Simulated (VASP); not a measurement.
These are PBE GGA, VASP's PBE PAW potentials (set 64) (plane waves; VASP) values and carry that method's errors.

A VASP calculation is set up with these files.

File POSCAR:
```
Cd
1.0
  1.4965650857  -2.5921270655   0.0000000000
  1.4965650857   2.5921270655   0.0000000000
  0.0000000000   0.0000000000   5.8510063721
Cd
2
Cart
  1.4965650857   0.8640440833   1.4627515930
  1.4965650857  -0.8640440833   4.3882547791
```

**KPOINTS**
```
Automatic mesh
0
Gamma
13 13 6
0 0 0
```

**INCAR**
```
SYSTEM = Cd
PREC = Accurate; ENCUT = 400; LREAL = .FALSE.
LASPH = .TRUE.
EDIFF = 1E-8; NELM = 100; ALGO = Normal
LMAXMIX = 4
ISMEAR = 1; SIGMA = 0.1
GGA = PE
IBRION = 1; NSW = 30; ISIF = 2
EDIFFG = -0.001
LWAVE = .FALSE.; LCHARG = .FALSE.
```

POTCAR, in this order: Cd (PBE.64 set). Program: vasp_std.

**Question.** Predict the energy per atom (σ→0), band gap (on the k-mesh).

**Answer.** 
```yaml
energy per atom (σ→0): -0.746 eV/atom
band gap (on the k-mesh): none (metal, semimetal or under 0.01 eV)
```

**OSZICAR**
```
...
DAV:   9    -0.149216426924E+01   -0.51636E-04   -0.31716E-05  3456   0.646E-02    0.331E-02
DAV:  10    -0.149220069077E+01   -0.36422E-04   -0.35240E-05  2936   0.675E-02    0.351E-03
DAV:  11    -0.149220108341E+01   -0.39264E-06   -0.25410E-08  2800   0.166E-03    0.170E-03
DAV:  12    -0.149220098204E+01    0.10137E-06   -0.23493E-08  2376   0.131E-03    0.105E-04
DAV:  13    -0.149220100774E+01   -0.25695E-07   -0.57729E-10  1712   0.322E-04    0.578E-05
DAV:  14    -0.149220102477E+01   -0.17028E-07   -0.72334E-11  1584   0.772E-05    0.432E-05
DAV:  15    -0.149220102197E+01    0.27953E-08   -0.30641E-12  1600   0.184E-05
   1 F= -.14922010E+01 E0= -.14924484E+01  d E =-.149220E+01
```

The compound is Cd in the hcp structure. It was relaxed first, which changed the volume by +5 %. The start is the result of an earlier pass.
